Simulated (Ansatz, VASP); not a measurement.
# Cross-check of Ti (Titanium) between VASP and Ansatz, part 2 of 2

One calculation is typed for both programs; each brings its own data sets. How far apart do they land? The cell is taken from a series of runs on this material, whose earlier steps may have relaxed, scaled, displaced or heated it; both programs get it as it stands.

VASP 6.6.1 and Ansatz 0.2.0.

So far: The starting structure; VASP: zone-centre phonons, PBE.

## 3. Ansatz: zone-centre phonons, PBE

Level of this step: Ansatz beside VASP: Kohn-Sham DFT, plane waves, PBE (Ansatz).

Ansatz runs on its default PAW (the set named soft_2) files.

The same cell, functional, mesh and smearing now go to Ansatz, which takes its cutoff from its data sets.

File input.yaml:

```yaml
crystal:
  lattice:
    - [2.9378679815, 0.0, 0.0]
    - [-1.4689339908, 2.544268305, 0.0]
    - [0.0, 0.0, 4.6526365682]
  atoms:
    - { symbol: Ti, position: [0.3333333333, 0.6666666667, 0.25] }
    - { symbol: Ti, position: [0.6666666667, 0.3333333333, 0.75] }
kpoints:
  mp_grid: { grid: [6, 6, 4] }
hamiltonian:
  xc: pbe
scf:
  occupations: { method: methfessel_paxton, width: 0.2 }
output:
  eigenvalues: true
phonons:
  method: dfpt
  qmesh: [2, 2, 1]
  temperatures: { t_max: 1000, t_step: 50 }
  qpath:
    path:
      - [[0.0, 0.0, 0.0], [0.5, 0.0, 0.0], [0.33333333, 0.33333333, 0.0], [0.0, 0.0, 0.0], [0.0, 0.0, 0.5], [0.5, 0.0, 0.5], [0.33333333, 0.33333333, 0.5], [0.0, 0.0, 0.5]]
      - [[0.5, 0.0, 0.5], [0.5, 0.0, 0.0]]
      - [[0.33333333, 0.33333333, 0.5], [0.33333333, 0.33333333, 0.0]]
    npoints: 10
```

Run with:

```bash
$ ansatz run input.yaml --threads 4 --pin off --max-ram 10240MiB --backend cpu --events-out ev --progress --plain --runs-dir out
```

Numbers of over 12 decimals in the logs are rounded to 6 here.

What it wrote:

```text
Engine: ansatz 0.2.0, x86_64-unknown-linux-gnu
Pseudopotentials: kind: paw
Pseudopotential: Ti, paw, valence charge 12, recommended cutoff 420 eV (normal), Ti.paw.azcp
Functional definition: PBE
  parameter kappa = 0.804
  parameter beta = 0.066725
  exchange = pbe_x(kappa = kappa, mu = beta*pi^2/3)
  correlation = pbe_c(beta = beta)
Crystal: 2 atoms, lattice volume = 34.777 Å³
Basis set: ecut = 420 eV, 687 PW (Γ), exchange–correlation on 40×40×64 points (8 copies of the dense FFT grid, shifted against one another)
Bands: 16, of which v1, the nominal top of the filled ones, is band 12 counted from 1 (11 counted from 0)
Symmetry: 24 space group operations
k-points: 21 of 144
Non-local potential: Ti, projectors of the file, l = 0: 3, l = 1: 2, l = 2: 3, l = 3: 1
PAW form: soft (Blöchl's): semilocal exchange-correlation on the pseudo side does not see the compensation charge
PAW one-centre angular grid: Ti, 590 points (default); XC on 64 Gauss nodes
Initial density: superposition of atomic densities (neutral atoms: chi_scale 0, normalization atom), corrected by the library's trained network
Initial wavefunctions: pseudopotential atomic-orbital guess
Functional: x = pbe(κ = 0.804, μ = 0.219515), c = pbe(β = 0.066725)
SCF iter   1: F=—  HF=-4999.318143 eV  |F-HF|=—  |Δ(HF+E_count)|=         —  Δρ=4.97e-3  dr2=3.66e-3  ethr=1.77e-3  ⟨swp⟩=4.4  Hψ=2920  notcnv=0
automatic band count: the SCF goes on with 20 bands, as 16 were too few: they end inside the smearing window of the response
preconditioner: auto → none  [metal: Δε(μ)=0.053 eV  Ē_g=4.141 eV  σ=0.200 eV  W_gap=0.22  n_scr=8 (ndim 8)  ℏωp=17.8 eV  f_vac=0.000  D(μ)=3.46/eV (n_scr^D=36)  sad-step TF]
SCF iter   2: F=—  HF=-4999.317494 eV  |F-HF|=—  |Δ(HF+E_count)|=   6.48e-4  S|Δr|=    0.00e0  Δρ=2.54e-3  dr2=1.07e-3  ethr=1.52e-5  ⟨swp⟩=1.0  Hψ=588  notcnv=0
SCF iter   3: F=—  HF=-4999.317684 eV  |F-HF|=—  |Δ(HF+E_count)|=   1.90e-4  S|Δr|=    0.00e0  Δρ=3.31e-4  dr2=1.53e-5  ethr=4.44e-6  ⟨swp⟩=2.2  Hψ=501  notcnv=0
SCF iter   4: F=—  HF=-4999.317691 eV  |F-HF|=—  |Δ(HF+E_count)|=   7.07e-6  S|Δr|=    0.00e0  Δρ=5.49e-5  dr2=7.25e-7  ethr=6.37e-8  ⟨swp⟩=2.9  Hψ=638  notcnv=0
SCF iter   5: F=—  HF=-4999.317689 eV  |F-HF|=—  |Δ(HF+E_count)|=   2.83e-6  S|Δr|=    0.00e0  Δρ=5.70e-6  dr2=5.02e-9  ethr=3.02e-9  ⟨swp⟩=2.9  Hψ=703  notcnv=0
SCF iter   6: F=—  HF=-4999.317689 eV  |F-HF|=—  |Δ(HF+E_count)|=   3.75e-9  S|Δr|=    0.00e0  Δρ=3.79e-7  dr2=2.69e-11  ethr=2.09e-11  ⟨swp⟩=2.1  Hψ=502  notcnv=0
SCF iter   7: F=-4999.317689 eV  HF=-4999.317689 eV  |F-HF|=9.09e-13  |Δ(HF+E_count)|=  9.09e-13  S|Δr|=    0.00e0  Δρ=5.49e-8  dr2=3.25e-13  ethr=1.00e-12  ⟨swp⟩=6.0  Hψ=1545  notcnv=0
SCF 1 converged in 7 iterations: F = -4999.317689 eV  dr2 = 3.25e-13
  greatest PAW one-centre occupation: 0.999 electrons in one spin orbital (limit 2), on the Ti atom at site 1 (counted from 0), in its partial waves of l = 0
NSCF: frozen V_eff on 21 k-points
NSCF: frozen V_eff on 39 k-points
DFPT response loops at q = (0, 0, 0) (fractional): preconditioner auto → Kerker (q_TF=auto, 2.565 Å⁻¹) (partly filled bands, converged f_vac=0.000); β = 1.00, the filter's whole step (`scf.mixing.beta` (0.50) is not read by the response loops under this deck's `scf.mixing.preconditioner`; to damp them name `kerker` or `kerker_dos`, under which they read `scf.mixing.beta`, and type it under 1.00, their step now; both keys bind the ground state too); Broyden in place of MSR1
NSCF: frozen V_eff on 78 k-points
DFPT response loops at q = (0, -0.5, 0) (fractional): mixed as the last ones told, above
SCF converged after 7 iterations
Stability not checked: this state was not tested for a lower state beside it, because cold or Methfessel-Paxton smearing, or corrected tetrahedra, fill the levels in a way that the test cannot read (fill_not_monotonic; see scf.lower_state_search)
Free energy (F): -4999.317689 eV
Harris-Foulkes:  -4999.317689 eV  (|F-HF|=9.09e-13)
Internal energy: -4999.309652 eV  (E = F + TS)
E sigma→0 (E₀):  -4999.315679 eV
Entropy (-TS):   -0.008037 eV (-4.018 meV/atom)
Fermi energy:    13.426961 eV
--- Per-component energies (eV) ---
  E_band       = -315.270381
  E_kinetic    = 544.700832
  E_local      = -1627.021629  (includes V_loc(G=0)·N_el)
  E_nonlocal   = 16.088738
  E_hartree    = 668.253416
  E_xc         = -194.923591
  E_vxc        = -243.857870  (∫ρ·V_xc dr)
  E_paw        = -2095.120119  (= ΣΔE_a)
  E_vpaw       = -341.687504  (= ΣTr[D̂ρ^β])
  E_aug_tail   = 0.000231  (compensation charges beyond the density's cutoff)
  E_ewald      = -2311.287530
  E_smearing   = -0.008037  (= −TS)
  E_closure    = -0.000000  (closes the sum)
  Σ components = -4999.317689   (vs F -4999.317689, Δ=0.00e0)
--- Band table (eV; the first three rows and the last of 21) ---
  k-point 0: bands = [... 8 lower, 7.1805, 10.6842, 14.1231, 14.1422, 14.1422, 14.2583, 14.6417, 14.6417, ... 4 higher]
  k-point 1: bands = [... 8 lower, 7.6961, 10.3428, 13.5139, 13.9839, 13.9932, 13.9932, 14.3966, 14.3966, ... 4 higher]
  k-point 2: bands = [... 8 lower, 9.0332, 9.0332, 13.4523, 13.4523, 14.0480, 14.0480, 14.0480, 14.0480, ... 4 higher]
  k-point 20: bands = [... 8 lower, 12.1215, 12.1215, 12.2944, 12.2944, 13.1429, 13.1429, 15.0466, 15.0466, ... 4 higher]
--- Phonons (Γ-DFPT): 2 representative perturbations + reference (Σ response iterations 6) ---
  ASR residual: 8.687e-6 → 0.000e0 eV/Å²; symmetrization residual: 3.740e-10 eV/Å²
  ASR residual per site (eV/Å²): 8.69e-6 8.69e-6
  Γ frequencies (cm⁻¹): 0.00 0.00 0.00 125.73 125.73 203.34
--- Phonons (arbitrary-q DFPT): 2 irreducible q on the 2×2×1 mesh ---
  q = [0.0000, 0.0000, 0.0000] (star 1, of the zone-centre solve; hermiticity 1.03e-10, symmetrization 5.14e-11): 0.00 0.00 0.00 125.73 125.73 203.34
  q = [0.0000, -0.5000, 0.0000] (star 3, 3 solved perturbations on 39 of 144 k-point pairs; hermiticity 4.94e-4, symmetrization 6.77e-5): 75.86 99.30 211.91 221.97 231.05 233.55
  sum rule: each row above includes the acoustic sum rule's correction from the zone centre's row sums; it moved no ω² by more than (0.22 cm⁻¹)²
  mesh force constants: q→R imaginary residual 1.65e-17; ASR residual 8.687e-6 → 0.000e0 eV/Å²; symmetrization residual 5.329e-15 eV/Å²
  interpolated dispersion: 93 rows × 6 modes
  density of states and harmonic sums: on the 24×24×13 q-mesh, interpolated from the force constants of a 2×2×1 supercell (no non-analytic term)
  largest difference from the sums on the solved wave vectors: F 1.06e-1 eV, S 1.71e-4 and C_V 6.46e-5 eV/K
  zero-point energy: 0.062077 eV/cell   skipped modes (ω ≤ 0): 3   left out of the sums: 6.68e-5 of the cell's modes: C_V's classical limit lies that fraction below 3 k_B per atom; for a crystal, a wire or a layer, F and S can be off by more, and a phonons.interpolated_qmesh denser along its periods is the remedy for the sampling
```

In the SCF lines HF is the Harris–Foulkes energy and dr2 the Hartree energy of the density residual, in eV; the loop may stop once dr2 is under the threshold and the program's other checks hold. Hψ counts applications of the Hamiltonian.

## 4. Comparison

Known differences besides the potentials themselves: VASP's run holds the zone centre alone; the cutoff is 420 eV in Ansatz and 500 eV in VASP. Total energies have different zeros and are not compared.

The two programs side by side:

| quantity | Ansatz | VASP | difference |
| --- | --- | --- | --- |
| optical mode 1 to 2 (cm⁻¹) | 125.7 | 125.8 | -0.07 % |
| optical mode 3 (cm⁻¹) | 203.3 | 206.2 | -1.39 % |

Modes are paired by rising frequency, not by their patterns, so a pair may set unlike modes beside each other; they are those without the splitting of longitudinal modes.

## 5. Results

* r.m.s. difference of the optical zone-centre modes, each program's sorted by frequency (zone-centre phonons, PBE): 1.7 cm⁻¹
* difference in optical mode 3 (zone-centre phonons, PBE): -1.4 %

The r.m.s. difference of the optical zone-centre modes, each program's sorted by frequency is 1.7 cm⁻¹ (zone-centre phonons, PBE). Among the rows given in per cent, the largest difference of the zone-centre phonons, PBE pair is in optical mode 3, -1.4 %. How closely two codes agree says nothing of how well the functional describes the real material.

[Lines on the potential files, build, host, timing and source positions are cut from VASP's logs without a mark.]

[Logs are printed without paths, hosts, clocks, repeated set-up lines and the standing remarks that a program may print on its own settings, such as how far it seeks lower states.]

[Hosts, paths, dates, database ids (printed as entryN), source tags and the programs' standing remarks are cut or masked in the printed files.]
